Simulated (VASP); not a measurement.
Here is a VASP 6.6.1 calculation.

INCAR

```
SYSTEM = Li4ZrO3
ALGO     = Normal         ! electronic algorithm
EDIFF    = 1E-6           ! SCF threshold, eV
ENCUT    = 520            ! plane-wave cutoff, eV
GGA      = PE             ! functional
ISIF     = 2              ! what is computed and relaxed
ISMEAR   = 0              ! smearing method
LASPH    = .True.         ! aspherical terms in the spheres
LCHARG   = .False.        ! write CHGCAR
LMAXMIX  = 4              ! l up to which the mixer works
LREAL    = .False.        ! projectors in reciprocal space
LWAVE    = .False.        ! write WAVECAR
NELM     = 100            ! most SCF steps
PREC     = Accurate       ! precision mode
SIGMA    = 0.03           ! smearing width, eV
```

KPOINTS

```
k-points
0
Gamma
  10 10 2
  0 0 0
```

POSCAR

```
Li4ZrO3
1.0
    3.1728610000      0.0000000000      0.0000000000
   -1.5864310000      2.7477780000      0.0000000000
    0.0000000000      0.0000000000     16.8147900000
Li Zr O
8 2 6
Direct
    0.6666670000      0.3333330000      0.5400130000
    0.3333330000      0.6666670000      0.4599870000
    0.0000000000      0.0000000000      0.3766050000
    0.0000000000      0.0000000000      0.6233950000
    0.6666670000      0.3333330000      0.9599870000
    0.3333330000      0.6666670000      0.0400130000
    0.0000000000      0.0000000000      0.1233950000
    0.0000000000      0.0000000000      0.8766050000
    0.3333330000      0.6666670000      0.7500000000
    0.6666670000      0.3333330000      0.2500000000
    0.6666670000      0.3333330000      0.6606810000
    0.3333330000      0.6666670000      0.3393190000
    0.0000000000      0.0000000000      0.5000000000
    0.6666670000      0.3333330000      0.8393190000
    0.3333330000      0.6666670000      0.1606810000
    0.0000000000      0.0000000000      0.0000000000
```

File KPOINTS_OPT:

```
path GMKGALHA,LM,KH
10
line-mode
reciprocal
 0.0000000000  0.0000000000  0.0000000000  G
 0.5000000000  0.0000000000  0.0000000000  M

 0.5000000000  0.0000000000  0.0000000000  M
 0.3333333333  0.3333333333  0.0000000000  K

 0.3333333333  0.3333333333  0.0000000000  K
 0.0000000000  0.0000000000  0.0000000000  G

 0.0000000000  0.0000000000  0.0000000000  G
 0.0000000000  0.0000000000  0.5000000000  A

 0.0000000000  0.0000000000  0.5000000000  A
 0.5000000000  0.0000000000  0.5000000000  L

 0.5000000000  0.0000000000  0.5000000000  L
 0.3333333333  0.3333333333  0.5000000000  H

 0.3333333333  0.3333333333  0.5000000000  H
 0.0000000000  0.0000000000  0.5000000000  A

 0.5000000000  0.0000000000  0.5000000000  L
 0.5000000000  0.0000000000  0.0000000000  M

 0.3333333333  0.3333333333  0.0000000000  K
 0.3333333333  0.3333333333  0.5000000000  H
```

Potentials or basis: VASP PAW PBE potentials, release 64 (Li_sv, Zr_sv, O).

Run with:

```bash
$ cat potpaw_PBE.64/Li_sv/POTCAR potpaw_PBE.64/Zr_sv/POTCAR potpaw_PBE.64/O/POTCAR > POTCAR
$ mpirun -np 1 vasp_std > vasp.out
```

Estimate the band gap along the path.

1.14 eV, indirect (least direct gap 1.45 eV).

Predict the band gap on the k mesh.

1.25 eV, indirect (least direct gap 1.45 eV).

Levels at the corners of the path, in eV from the valence-band top:
| point | band 40 | band 41 | band 42 | band 43 | band 44 | band 45 |
| --- | --- | --- | --- | --- | --- | --- |
| Γ | -3.91 | -0.44 | -0.31 | 1.14 | 1.39 | 1.72 |
| M | -4.52 | -1.05 | -0.99 | 1.18 | 1.83 | 2.35 |
| M | -4.52 | -1.05 | -0.99 | 1.18 | 1.83 | 2.35 |
| K | -4.84 | -0.03 | 0.00 | 2.35 | 2.35 | 2.97 |
| K | -4.84 | -0.03 | 0.00 | 2.35 | 2.35 | 2.97 |
| Γ | -3.91 | -0.44 | -0.31 | 1.14 | 1.39 | 1.72 |
| Γ | -3.91 | -0.44 | -0.31 | 1.14 | 1.39 | 1.72 |
| A | -3.91 | -0.37 | -0.37 | 1.25 | 1.25 | 1.72 |
| A | -3.91 | -0.37 | -0.37 | 1.25 | 1.25 | 1.72 |
| L | -4.57 | -1.02 | -1.02 | 1.41 | 1.41 | 2.87 |
| L | -4.57 | -1.02 | -1.02 | 1.41 | 1.41 | 2.87 |
| H | -4.86 | -0.01 | -0.01 | 2.35 | 2.35 | 3.03 |
| H | -4.86 | -0.01 | -0.01 | 2.35 | 2.35 | 3.03 |
| A | -3.91 | -0.37 | -0.37 | 1.25 | 1.25 | 1.72 |
| L | -4.57 | -1.02 | -1.02 | 1.41 | 1.41 | 2.87 |
| M | -4.52 | -1.05 | -0.99 | 1.18 | 1.83 | 2.35 |
| K | -4.84 | -0.03 | 0.00 | 2.35 | 2.35 | 2.97 |
| H | -4.86 | -0.01 | -0.01 | 2.35 | 2.35 | 3.03 |

Caveat: the mesh misses the band edges, which the band path finds closer together.
